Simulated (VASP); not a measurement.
Output of a VASP run:

**OSZICAR**
```
       N       E                     dE             d eps       ncg     rms          rms(c)
DAV:   1     0.126812820499E+03    0.12681E+03   -0.88841E+03  2880   0.157E+03
DAV:   2    -0.137481604437E+02   -0.14056E+03   -0.12791E+03  2944   0.427E+02
DAV:   3    -0.236369282555E+02   -0.98888E+01   -0.89730E+01  3664   0.900E+01
DAV:   4    -0.239411095941E+02   -0.30418E+00   -0.30122E+00  3012   0.178E+01
DAV:   5    -0.239442969348E+02   -0.31873E-02   -0.31859E-02  3416   0.152E+00    0.203E+01
DAV:   6    -0.227698733323E+02    0.11744E+01   -0.14264E+00  3120   0.112E+01    0.875E+00
DAV:   7    -0.224575556695E+02    0.31232E+00   -0.87133E-01  3428   0.865E+00    0.373E-01
DAV:   8    -0.224519166785E+02    0.56390E-02   -0.70466E-03  2932   0.677E-01    0.230E-01
DAV:   9    -0.224495932004E+02    0.23235E-02   -0.13177E-03  3112   0.435E-01    0.548E-02
DAV:  10    -0.224496346164E+02   -0.41416E-04   -0.68332E-05  3168   0.868E-02    0.113E-02
DAV:  11    -0.224496023199E+02    0.32297E-04   -0.70298E-06  2960   0.306E-02    0.911E-04
DAV:  12    -0.224496017183E+02    0.60156E-06   -0.13568E-07  1528   0.440E-03
   1 F= -.22449602E+02 E0= -.22449096E+02  d E =-.151836E-02
```

### OUTCAR
```
------------------------ aborting loop because EDIFF is reached ----------------------------------------
  FORCE on cell =-STRESS in cart. coord.  units (eV):
  Direction    XX          YY          ZZ          XY          YZ          ZX
  --------------------------------------------------------------------------------------
  Total       -2.2591597     -2.2591590     -2.8249780      0.0000000      0.0000000      0.0000000
  in kB     -122.3256074   -122.3255729   -152.9626922      0.0000000      0.0000000      0.0000000
  external PRESSURE =    -132.5379575 kB  Pullay stress =       0.0000000 kB
  volume of cell :       29.59
      direct lattice vectors                 reciprocal lattice vectors
     1.392300000 -2.411534000  0.000000000     0.359118006 -0.207336907  0.000000000
     1.392300000  2.411534000  0.000000000     0.359118006  0.207336907  0.000000000
     0.000000000  0.000000000  4.406400000     0.000000000  0.000000000  0.226942629
 POSITION                                       TOTAL-FORCE (eV/Angst)
 -----------------------------------------------------------------------------------
      1.39230      0.80385      1.10160         0.000000      0.000000      0.000000
      1.39230     -0.80385      3.30480         0.000000     -0.000000      0.000000
 -----------------------------------------------------------------------------------
    total drift:                                0.000001      0.000028     -0.000020
  FREE ENERGIE OF THE ION-ELECTRON SYSTEM (eV)
  ---------------------------------------------------
  free  energy   TOTEN  =       -22.4496017183 eV

  energy  without entropy=      -22.4480833597  energy(sigma->0) =      -22.44909560
```
(Selected blocks of OUTCAR.)

POSCAR:
```
Os
1
    1.3923000000    -2.4115340000     0.0000000000
    1.3923000000     2.4115340000     0.0000000000
    0.0000000000     0.0000000000     4.4064000000
Os
2
Direct
  0.3333330000   0.6666670000   0.2500000000
  0.6666670000   0.3333330000   0.7500000000
```

Task: Reconstruct the remaining input files.

Result: This is not unique; one that fits is the input of the run itself, PBE GGA, plane waves, VASP's PBE PAW potentials (set 64).

INCAR:
```
! general
SYSTEM  = Os
PREC    = Accurate
ENCUT   = 675
LREAL   = .FALSE.
LASPH   = .TRUE.

! electronic loop
EDIFF   = 1E-6
NELM    = 100
ALGO    = Normal
LMAXMIX = 6

! smearing
ISMEAR  = 1
SIGMA   = 0.1

! functional
GGA     = PE

! ions
ISIF    = 2

! output
LWAVE   = .FALSE.
LCHARG  = .FALSE.
```

File KPOINTS:
```
Automatic mesh
0
Gamma
14 14 8
0 0 0
```

POTCAR, in this order: Os (PBE.64 set). Program: vasp_std.

The compound is Os in the hcp structure. The cell was not relaxed at this level. The run is one of a series of settings (ENCUT = 675 against the base run), some of them coarse on purpose.
